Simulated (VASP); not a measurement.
OSZICAR of a VASP run on MgO (rock salt):

### OSZICAR
```
       N       E                     dE             d eps       ncg     rms          rms(c)
DAV:   1     0.170238783034E+02    0.17024E+02   -0.55032E+03  1000   0.106E+03
DAV:   2    -0.193068923516E+02   -0.36331E+02   -0.34624E+02  1088   0.172E+02
DAV:   3    -0.198421691002E+02   -0.53528E+00   -0.53528E+00  1136   0.242E+01
DAV:   4    -0.198432378166E+02   -0.10687E-02   -0.10687E-02  1192   0.103E+00
DAV:   5    -0.198432386053E+02   -0.78866E-06   -0.78866E-06  1240   0.218E-02    0.682E+00
DAV:   6    -0.159714612346E+02    0.38718E+01   -0.48940E+00   896   0.155E+01    0.202E+00
DAV:   7    -0.163414079936E+02   -0.36995E+00   -0.13106E+00   912   0.959E+00    0.196E+00
DAV:   8    -0.159557801112E+02    0.38563E+00   -0.20695E+00   896   0.130E+01    0.197E+00
DAV:   9    -0.161084794054E+02   -0.15270E+00   -0.64286E-01   904   0.686E+00    0.464E-01
DAV:  10    -0.161661855606E+02   -0.57706E-01   -0.43503E-02   904   0.213E+00    0.160E-01
DAV:  11    -0.161662660101E+02   -0.80449E-04   -0.80516E-04  1200   0.268E-01    0.985E-02
DAV:  12    -0.161659630745E+02    0.30294E-03   -0.27281E-04   976   0.187E-01    0.557E-02
DAV:  13    -0.161661614827E+02   -0.19841E-03   -0.65275E-04   944   0.297E-01    0.334E-03
DAV:  14    -0.161662055778E+02   -0.44095E-04   -0.41120E-05   896   0.105E-01    0.174E-03
DAV:  15    -0.161662113567E+02   -0.57789E-05   -0.26079E-06  1008   0.227E-02    0.242E-03
DAV:  16    -0.161662097299E+02    0.16267E-05   -0.71571E-07   584   0.762E-03    0.436E-04
DAV:  17    -0.161662102774E+02   -0.54744E-06   -0.73562E-08   488   0.472E-03
   1 F= -.15590329E+02 E0= -.15590329E+02  d E =-.155903E+02
       N       E                     dE             d eps       ncg     rms          rms(c)
DAV:   1    -0.162504441632E+02   -0.84234E-01   -0.22549E+00   896   0.161E+01    0.232E+00
DAV:   2    -0.161479989898E+02    0.10245E+00   -0.58908E-01   896   0.589E+00    0.311E-01
DAV:   3    -0.161474851432E+02    0.51385E-03   -0.96645E-03   944   0.136E+00    0.131E-01
DAV:   4    -0.161479282428E+02   -0.44310E-03   -0.19548E-03   896   0.713E-01    0.641E-02
DAV:   5    -0.161477263312E+02    0.20191E-03   -0.69860E-04   912   0.416E-01    0.842E-03
DAV:   6    -0.161478163653E+02   -0.90034E-04   -0.29696E-05   984   0.803E-02    0.561E-03
DAV:   7    -0.161477763750E+02    0.39990E-04   -0.17978E-05   920   0.540E-02    0.339E-03
DAV:   8    -0.161477975335E+02   -0.21159E-04   -0.52241E-06   928   0.347E-02    0.266E-04
DAV:   9    -0.161477924638E+02    0.50697E-05   -0.20863E-07   544   0.693E-03    0.168E-04
DAV:  10    -0.161477927915E+02   -0.32770E-06   -0.55033E-09   504   0.109E-03
   2 F= -.15596780E+02 E0= -.15596780E+02  d E =-.645093E-02
       N       E                     dE             d eps       ncg     rms          rms(c)
DAV:   1    -0.161702175032E+02   -0.22425E-01   -0.25908E-01   896   0.538E+00    0.789E-01
DAV:   2    -0.161584532321E+02    0.11764E-01   -0.68627E-02   896   0.201E+00    0.997E-02
DAV:   3    -0.161586905434E+02   -0.23731E-03   -0.10822E-03   928   0.463E-01    0.416E-02
DAV:   4    -0.161584433221E+02    0.24722E-03   -0.25449E-04   912   0.258E-01    0.221E-02
DAV:   5    -0.161586291558E+02   -0.18583E-03   -0.96617E-05   896   0.155E-01    0.280E-03
DAV:   6    -0.161585927720E+02    0.36384E-04   -0.41169E-06   976   0.293E-02    0.189E-03
DAV:   7    -0.161586040993E+02   -0.11327E-04   -0.21450E-06   904   0.189E-02    0.110E-03
DAV:   8    -0.161585999544E+02    0.41449E-05   -0.55431E-07   928   0.114E-02    0.819E-05
DAV:   9    -0.161586021587E+02   -0.22043E-05   -0.26579E-08   472   0.249E-03    0.610E-05
DAV:  10    -0.161586020426E+02    0.11617E-06   -0.67585E-10   496   0.398E-04
   3 F= -.15599235E+02 E0= -.15599235E+02  d E =-.890671E-02
```

### Question
Which electronic solver shows in the log?

### Answer
It is blocked Davidson (ALGO = Normal, or the opening steps of other solvers). The INCAR had ALGO = Normal.

### Question
Can the final energy be trusted as converged?

### Answer
The calculation finished and met its thresholds. It stopped with EDIFF = 1E-6, NELM = 100, NSW = 40 and EDIFFG = -0.02 after 3 ionic steps (r2SCAN meta-GGA, plane waves, VASP's PBE PAW potentials (set 64)). Energy and stress use the plane-wave basis of the starting cell.

The compound is MgO in the rock salt structure. This run relaxes it under an external pressure of 5 GPa. Symmetry was kept, so distortions that lower it aren't found.
